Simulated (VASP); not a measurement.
A cell of Ru (hcp) near equilibrium:

```xyz
2
Lattice="1.3596 -2.3549 0.0000 1.3596 2.3549 0.0000 0.0000 0.0000 4.2856" Properties=species:S:1:pos:R:3 pbc="T T T"
Ru     1.3596     0.7850     1.0714
Ru     1.3596    -0.7850     3.2142
```

These are PBE GGA, VASP's PBE PAW potentials (set 64) (plane waves; VASP) values and carry that method's errors.

```
run               ΔE (meV/atom)    σxx    σyy    σzz  largest shear component, with its sign (GPa)  largest force (eV/Å)
----------------  -------------  -----  -----  -----  --------------------------------------------  --------------------
as it is                    0.0   1.02   1.02   1.04                                          0.00                 0.000
after one change          240.6  52.25  52.25  55.77                                          0.00                 0.000
```
Stress is in GPa, positive when the cell is compressed.

### Question
What was changed between the two runs?
(A) uniaxial strain of +0.5 % along x
(B) isotropic strain of -4.0 %
(C) biaxial strain of -1.0 % in the yz plane
(D) biaxial strain of +1.5 % in the yz plane

### Answer
B, isotropic strain of -4.0 %

The compound is Ru in the hcp structure.
